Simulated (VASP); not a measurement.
A run of VASP 6.6.1 is set up as follows.

File INCAR:

```
SYSTEM = Te2Pt
PREC = Accurate
ENCUT = 520
EDIFF = 1E-6
ISMEAR = 0
SIGMA = 0.03
LREAL = .False.
LASPH = .True.
NELM = 80
ALGO = Normal
ISIF = 2
LWAVE = .False.
LCHARG = .False.
MAGMOM = 0 0 0 0 0 0 0 0 0 0 0 0 0 0 0 0 0 0 0 0 0 0 0 0 0 0 0 0 0 0 0 0 0 0 0 0
LORBIT = 11
LSORBIT = .True.
GGA_COMPAT = .False.
LMAXMIX = 4
LDIPOL = .True.
IDIPOL = 3
DIPOL = 0.5 0.5 0.500
GGA = PE
IVDW = 12
NBANDS = 112
LVHAR = .True.
LVACPOTAV = .True.
KPAR = 4
```

KPOINTS

```
Automatic mesh
0
Gamma
  9 9 1
  0 0 0
```

Contents of POSCAR:

```
Te2Pt                                   
1.0
    4.0286264048      0.0000000000      0.0000000000
   -2.0143132024      3.4888928097      0.0000000000
    0.0000000000      0.0000000000     36.2035000000
  Te              Pt            
     8     4
Direct
     0.6666666699999979    0.3333333300000021    0.2496398147953137
     0.3333333300000021    0.6666666699999979    0.3254438769154333
     0.6666666699999979    0.3333333300000021    0.3916550518789013
     0.3333333300000021    0.6666666699999979    0.4674732652698963
     0.6666666699999979    0.3333333300000021    0.5325267347301037
     0.3333333300000021    0.6666666699999979    0.6083449481210987
     0.6666666699999979    0.3333333300000021    0.6745561230845667
     0.3333333300000021    0.6666666699999979    0.7503601852046863
     1.0000000000000000    0.0000000000000000    0.2881960882563308
     1.0000000000000000    0.0000000000000000    0.4295021615765407
     1.0000000000000000    0.0000000000000000    0.5704978384234594
     1.0000000000000000    0.0000000000000000    0.7118039117436692
```

Contents of KPOINTS_OPT:

```
explicit points
67
Reciprocal
 0.0000000000  0.0000000000  0.0000000000 1
 0.0357142900  0.0000000000  0.0000000000 1
 0.0714285700  0.0000000000  0.0000000000 1
 0.1071428600  0.0000000000  0.0000000000 1
 0.1428571400  0.0000000000  0.0000000000 1
 0.1785714300  0.0000000000  0.0000000000 1
 0.2142857100  0.0000000000  0.0000000000 1
 0.2500000000  0.0000000000  0.0000000000 1
 0.2857142900  0.0000000000  0.0000000000 1
 0.3214285700  0.0000000000  0.0000000000 1
 0.3571428600  0.0000000000  0.0000000000 1
 0.3928571400  0.0000000000  0.0000000000 1
 0.4285714300  0.0000000000  0.0000000000 1
 0.4642857100  0.0000000000  0.0000000000 1
 0.5000000000  0.0000000000  0.0000000000 1
 0.4791666700  0.0416666700  0.0000000000 1
 0.4583333300  0.0833333300  0.0000000000 1
 0.4375000000  0.1250000000  0.0000000000 1
 0.4166666700  0.1666666700  0.0000000000 1
 0.3958333300  0.2083333300  0.0000000000 1
 0.3750000000  0.2500000000  0.0000000000 1
 0.3541666700  0.2916666700  0.0000000000 1
 0.3333333300  0.3333333300  0.0000000000 1
 0.3137254900  0.3137254900  0.0000000000 1
 0.2941176500  0.2941176500  0.0000000000 1
 0.2745098000  0.2745098000  0.0000000000 1
 0.2549019600  0.2549019600  0.0000000000 1
 0.2352941200  0.2352941200  0.0000000000 1
 0.2156862700  0.2156862700  0.0000000000 1
 0.1960784300  0.1960784300  0.0000000000 1
 0.1764705900  0.1764705900  0.0000000000 1
 0.1568627500  0.1568627500  0.0000000000 1
 0.1372549000  0.1372549000  0.0000000000 1
 0.1176470600  0.1176470600  0.0000000000 1
 0.0980392200  0.0980392200  0.0000000000 1
 0.0784313700  0.0784313700  0.0000000000 1
 0.0588235300  0.0588235300  0.0000000000 1
 0.0392156900  0.0392156900  0.0000000000 1
 0.0196078400  0.0196078400  0.0000000000 1
 0.0000000000  0.0000000000  0.0000000000 1
 0.0000000000  0.0000000000  0.0000000000 1
 0.0076585400 -0.0038292700  0.0000000000 1
-0.0076585400  0.0038292700  0.0000000000 1
 0.0223374000 -0.0111687000  0.0000000000 1
-0.0223374000  0.0111687000  0.0000000000 1
-0.0000000000  0.0066324900  0.0000000000 1
 0.0000000000 -0.0066324900  0.0000000000 1
-0.0000000000  0.0193447500  0.0000000000 1
 0.0000000000 -0.0193447500  0.0000000000 1
 0.5000000000  0.0000000000  0.0000000000 1
 0.5076585400 -0.0038292700  0.0000000000 1
 0.4923414600  0.0038292700  0.0000000000 1
 0.5223374000 -0.0111687000  0.0000000000 1
 0.4776626000  0.0111687000  0.0000000000 1
 0.5000000000  0.0066324900  0.0000000000 1
 0.5000000000 -0.0066324900  0.0000000000 1
 0.5000000000  0.0193447500  0.0000000000 1
 0.5000000000 -0.0193447500  0.0000000000 1
 0.3333333300  0.3333333300  0.0000000000 1
 0.3409918700  0.3295040600  0.0000000000 1
 0.3256747900  0.3371626000  0.0000000000 1
 0.3556707300  0.3221646300  0.0000000000 1
 0.3109959300  0.3445020300  0.0000000000 1
 0.3333333300  0.3399658200  0.0000000000 1
 0.3333333300  0.3267008400  0.0000000000 1
 0.3333333300  0.3526780800  0.0000000000 1
 0.3333333300  0.3139885800  0.0000000000 1
```

Potentials or basis: VASP PAW PBE potentials, release 64 (Te, Pt).

Launch:

```console
$ cat potpaw_PBE.64/Te/POTCAR potpaw_PBE.64/Pt/POTCAR > POTCAR
$ mpirun -np 4 vasp_ncl > vasp.out
```

Problem. Estimate the dispersion energy per atom.

Solution. -0.508 eV.

Problem. Estimate the work function of the lower face.

Solution. 4.35 eV.

Forces in eV/Å, atoms in the order of the input:
```
Te   0.000  0.000 -0.042
Te   0.000  0.000  0.031
Te   0.000  0.000 -0.014
Te   0.000  0.000  0.005
Te   0.000  0.000 -0.005
Te   0.000  0.000  0.014
Te   0.000  0.000 -0.031
Te   0.000  0.000  0.042
Pt   0.000  0.000 -0.005
Pt   0.000  0.000  0.004
Pt   0.000  0.000 -0.004
Pt   0.000  0.000  0.005
```
